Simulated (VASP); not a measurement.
Computed with AM05 GGA, VASP's PBE PAW potentials (set 64) (plane waves; VASP 6.6.1).

A VASP calculation is set up with these files.

INCAR:
```
! general
SYSTEM  = Zn
PREC    = Accurate
ENCUT   = 520
LREAL   = .FALSE.   ! projection in real space or not
LASPH   = .TRUE.

! electronic loop
EDIFF   = 1E-7   ! SCF stop (eV)
NELM    = 100   ! most electronic steps
ALGO    = Normal
LMAXMIX = 4   ! l cut-off of mixed one-centre charges

! smearing
ISMEAR  = -5   ! tetrahedra, Bloechl

! functional
GGA     = AM

! ions
ISIF    = 2

! output
LWAVE   = .FALSE.
LCHARG  = .TRUE.
LORBIT  = 11   ! lm-projected
NEDOS   = 601   ! DOS grid
```

KPOINTS:
```
Automatic
0
G
 18 18 9
0 0 0
```

POSCAR:
```
Zn
1
    1.3227781125    -2.2911193162     0.0000000000
    1.3227781125     2.2911193162    -0.0000000000
    0.0000000000     0.0000000000     4.6414605859
Zn
2
Direct
  0.3333330000   0.6666670000   0.2500000000
  0.6666670000   0.3333330000   0.7500000000
```

POTCAR, in this order: Zn (PBE.64 set). Program: vasp_std.

**Question.** What will the output report for the number of irreducible k-points (NKPTS), largest plane-wave count, number of space-group operations, FFT grid (NGX, NGY, NGZ)?

**Answer.** 
* **number of irreducible k-points (NKPTS)**: 185
* **largest plane-wave count**: 777
* **number of space-group operations**: 24
* **FFT grid (NGX, NGY, NGZ)**: 20 × 20 × 36

The compound is Zn in the hcp structure. It was relaxed first, which changed the volume by -7 %.
